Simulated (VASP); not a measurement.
OSZICAR of a VASP run on Ni₃Si (L1_2):

**OSZICAR**
```
       N       E                     dE             d eps       ncg     rms          rms(c)
DAV:   1     0.176294008101E+03    0.17629E+03   -0.13273E+04  1470   0.175E+03
DAV:   2    -0.166401991626E+02   -0.19293E+03   -0.18636E+03  1470   0.339E+02
DAV:   3    -0.257681329863E+02   -0.91279E+01   -0.87775E+01  1677   0.970E+01
DAV:   4    -0.259904336421E+02   -0.22230E+00   -0.22179E+00  1713   0.135E+01
DAV:   5    -0.259986468522E+02   -0.82132E-02   -0.82113E-02  1752   0.242E+00    0.180E+01
DAV:   6    -0.262679391135E+02   -0.26929E+00   -0.54955E+01  1718   0.119E+02    0.174E+01
DAV:   7    -0.226439689691E+02    0.36240E+01   -0.16439E+01  1628   0.666E+01    0.361E+00
DAV:   8    -0.226190402992E+02    0.24929E-01   -0.72772E-01  1513   0.601E+00    0.134E+00
DAV:   9    -0.226030219923E+02    0.16018E-01   -0.34004E-02  1950   0.260E+00    0.552E-01
DAV:  10    -0.226008773625E+02    0.21446E-02   -0.29012E-03  1876   0.417E-01    0.247E-01
DAV:  11    -0.226004223262E+02    0.45504E-03   -0.88401E-04  2233   0.329E-01    0.543E-02
DAV:  12    -0.226004119676E+02    0.10359E-04   -0.12355E-04  1683   0.128E-01    0.142E-02
DAV:  13    -0.226004112492E+02    0.71843E-06   -0.85870E-06  1560   0.191E-02
   1 F= -.22600411E+02 E0= -.22598706E+02  d E =-.341045E-02
```

Task: Which electronic solver shows in the log?

Result: It is blocked Davidson (ALGO = Normal, or the opening steps of other solvers). The INCAR had ALGO = Normal.

Task: How was spin treated?

Result: Without spin polarisation: there is no mag entry.

Task: Can the final energy be trusted as converged?

Result: Self-consistency was reached. It stopped with EDIFF = 1E-6, NELM = 100 (PBE GGA, plane waves, VASP's PBE PAW potentials (set 64)). The cell is charged, with a uniform compensating background.

The compound is Ni3Si in the L1_2 structure. The cell was not relaxed at this level. The run is one of a series of settings (ISMEAR = 0, NELECT = 34.1, SIGMA = 0.05 against the base run), some of them coarse on purpose. The run is not spin-polarised, so no magnetic state was tried.
